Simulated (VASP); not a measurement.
VASP ran on this input.

KPOINTS:
```
Automatic mesh
0
Gamma
6 6 6
0 0 0
```

### INCAR
```
ALGO  =  Normal
EDIFF  =  1E-6
ENCUT  =  400
GGA  =  PE
ISIF  =  2
ISMEAR  =  0
LASPH  =  .TRUE.
LCHARG  =  .FALSE.
LREAL  =  .FALSE.
LWAVE  =  .FALSE.
NELM  =  100
PREC  =  Accurate
SIGMA  =  0.05
SYSTEM  =  Mg2Si
```

File POSCAR:
```
Mg2Si
1
    0.0000000000     3.1750000000     3.1750000000
    3.1750000000     0.0000000000     3.1750000000
    3.1750000000     3.1750000000     0.0000000000
Mg Si
2 1
Direct
  0.2500000000   0.2500000000   0.2500000000
  0.7500000000   0.7500000000   0.7500000000
  0.0000000000   0.0000000000   0.0000000000
```

POTCAR, in this order: Mg Si (PBE.64 set). Program: vasp_std.

Question: Translate this PBE calculation to Ansatz.

Answer: One equivalent input (not run):
Ansatz 0.2 input:
```yaml
crystal:
  lattice:
    - [0.0000000, 3.1750000, 3.1750000]
    - [3.1750000, 0.0000000, 3.1750000]
    - [3.1750000, 3.1750000, 0.0000000]
  atoms:
    - { symbol: Mg, position: [0.2500000, 0.2500000, 0.2500000] }
    - { symbol: Mg, position: [0.7500000, 0.7500000, 0.7500000] }
    - { symbol: Si, position: [0.0000000, 0.0000000, 0.0000000] }
kpoints:
  mp_grid: { grid: [6, 6, 6] }
hamiltonian:
  xc: pbe
  pseudopotentials: { kind: paw }
scf:
  occupations: { method: gaussian, width: 0.05 }
  max_iter: 100
output: { forces: true, stress: true, eigenvalues: true }
```
The two are equivalent in intent, not identical: each code has its own PAW files, so the cut-off isn't converted (ENCUT is set for VASP's; basis.ecutwfc is left out, and Ansatz then takes the one that its files recommend); Ansatz stops its SCF on the density residual and VASP on the energy change (EDIFF).

The compound is Mg2Si in the antifluorite structure. The cell was not relaxed at this level.
